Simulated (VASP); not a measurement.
Sn:

```
Sn
1.0
     0.00000    3.26858    3.26858
     3.26858    0.00000    3.26858
     3.26858    3.26858    0.00000
Sn
2
Direct
  0.00000 0.00000 0.00000
  0.25000 0.25000 0.25000
```

This isn't the form of Sn at room conditions, which is tetragonal (white tin).

Program: VASP 6.6.1. Alike in all runs: task band structure; no spin polarisation; cell as given; k mesh 10 × 10 × 10; cutoff (eV) 520; smearing gaussian 0.03 eV.

Order these runs on this cell by their pressure, lowest first.
A. level r2SCAN; potentials or basis VASP PAW PBE potentials, release 64 (Sn_d); further INCAR settings ALGO = Normal; EDIFF = 1e-07
B. level PBE; potentials or basis VASP PAW PBE potentials, release 64 (Sn_d); further INCAR settings ALGO = Fast; EDIFF = 1e-07
C. level LDA; potentials or basis VASP PAW LDA potentials, release 64 (Sn_d); further INCAR settings ALGO = Fast; EDIFF = 1e-07

C (-1.2 GPa), A (0.5 GPa), B (2.1 GPa).

Caveats: the PAW data sets were made with another functional, which shifts forces and pressure a little (some runs).
